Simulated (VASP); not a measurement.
Crystal: Cd2TeO.

```
Cd Te O
1.0
    -2.79500    2.79500    5.58500
     2.79500   -2.79500    5.58500
     2.79500    2.79500   -5.58500
Cd Te O
4 2 2
Direct
  0.19500 0.12500 0.57000
  0.55500 0.62500 0.43000
  0.87500 0.44500 0.07000
  0.37500 0.80500 0.93000
  0.00000 0.00000 0.00000
  0.75000 0.25000 0.50000
  0.50000 0.50000 0.00000
  0.25000 0.75000 0.50000
```

The cell was built by a generator and needn't be a form met in nature.

| Quantity | Value |
| --- | --- |
| Program | VASP 6.6.1 |
| Task | relaxation of cell and atoms |
| Functional | PBE |
| Potentials or basis | VASP PAW PBE potentials, release 64 (Cd, Te, O) |
| Cutoff | 520 eV |
| k mesh | 4 × 4 × 4 |
| Occupations | gaussian, width 0.15 eV |
| Spin | no spin polarisation |

At the start: pressure 10.5 GPa; volume 21.82 Å³/atom.

**Question.** How do energy, volume and symmetry change on relaxing?

**Answer.** Over 5 steps the energy falls by 111.4 meV/atom and the volume is 24.62 Å³/atom (+12.8 %); space group I-42d (No. 122, to 0.05 Å).

Step by step:
| step | energy change (eV) | largest force (eV/Å) | pressure (GPa) | volume (Å³) |
| --- | --- | --- | --- | --- |
| 1 | 0.0000 | 1.0666 | 10.53 | 174.52 |
| 2 | -0.6579 | 0.2747 | -3.60 | 213.28 |
| 3 | -0.8092 | 0.4657 | -0.42 | 199.90 |
| 4 | -0.8495 | 0.3267 | -0.20 | 199.00 |
| 5 | -0.8910 | 0.0191 | 0.24 | 196.93 |

Final structure:
```yaml
crystal:
  lattice:
    - [-2.93345, 2.93345, 5.72134]
    - [2.93345, -2.93345, 5.72134]
    - [2.93345, 2.93345, -5.72134]
  atoms:
    - { symbol: Cd, position: [0.21373, 0.12500, 0.58873] }
    - { symbol: Cd, position: [0.53627, 0.62500, 0.41127] }
    - { symbol: Cd, position: [0.87500, 0.46373, 0.08873] }
    - { symbol: Cd, position: [0.37500, 0.78627, 0.91127] }
    - { symbol: Te, position: [0.00000, 0.00000, 0.00000] }
    - { symbol: Te, position: [0.75000, 0.25000, 0.50000] }
    - { symbol: O, position: [0.50000, 0.50000, 0.00000] }
    - { symbol: O, position: [0.25000, 0.75000, 0.50000] }
```

Caveat: the k mesh is coarse (spacing up to 0.40 Å⁻¹), so the values aren't converged.
